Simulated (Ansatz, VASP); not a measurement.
## Two plane-wave programs on Sr5P2

The input INCAR:

```
  ALGO = Normal
  EDIFF = 1E-7
  ENCUT = 520
  GGA = PE
  ISIF = 2
  ISMEAR = 0
  LASPH = T
  LCHARG = T
  LELF = T
  LREAL = F
  LVHAR = T
  LWAVE = F
  NBANDS = 39
  NELM = 80
  PREC = Accurate
  SIGMA = 0.1
```

KPOINTS

```
k-points
0
Gamma
  4 4 4
```

The input POSCAR:

```
Sr5P2
1.0
   -3.3438597400      3.4700244400      4.3538117600
    3.3438597400     -3.4700244400      4.3538117600
    3.3438597400      3.4700244400     -4.3538117600
Sr P
5 2
Direct
    0.0000000000      0.0000000000      0.5000000000
    0.5000000000      0.5000000000      0.5000000000
    0.0000000000      0.5000000000      0.0000000000
    0.5000000000      0.0000000000      0.0000000000
    0.5000000000      0.5000000000      0.0000000000
    0.5000000000      0.0000000000      0.5000000000
    0.0000000000      0.0000000000      0.0000000000
```

Input for Ansatz:

```yaml
crystal:
  lattice:
    - [-3.34385974, 3.47002444, 4.35381176]
    - [3.34385974, -3.47002444, 4.35381176]
    - [3.34385974, 3.47002444, -4.35381176]
  atoms:
    - { symbol: Sr, position: [0.0, 0.0, 0.5] }
    - { symbol: Sr, position: [0.5, 0.5, 0.5] }
    - { symbol: Sr, position: [0.0, 0.5, 0.0] }
    - { symbol: Sr, position: [0.5, 0.0, 0.0] }
    - { symbol: Sr, position: [0.5, 0.5, 0.0] }
    - { symbol: P, position: [0.5, 0.0, 0.5] }
    - { symbol: P, position: [0.0, 0.0, 0.0] }
basis:
  ecutwfc: 420
kpoints:
  mp_grid: { grid: [4, 4, 4] }
hamiltonian:
  xc: pbe
scf:
  occupations: { method: gaussian, width: 0.1 }
  lower_state_search: "off"
output:
  forces: true
  stress: true
  eigenvalues: true
```

Alike in both runs: task single point; functional PBE; k mesh 4 × 4 × 4; occupations gaussian, width 0.1 eV; no spin polarisation.

|  | VASP | Ansatz |
| --- | --- | --- |
| version | VASP 6.6.1 | Ansatz 0.2.0 |
| potentials or method | VASP PAW PBE potentials, release 64 (Sr_sv, P) | scalar-relativistic, plane waves, PAW |
| plane-wave cutoff (eV) | 520 | 420 |
| valence electrons in the cell | 60 | 60 |

```csv
,VASP,Ansatz,Ansatz less VASP
gap on the k mesh at the Fermi level (eV),none,none,-
pressure (GPa),5.8,5.7,-0.16
largest component of the traceless stress (GPa),5.01,5.01,0.000
```

A gap of «none» marks a metal or a gap that the smearing closes.
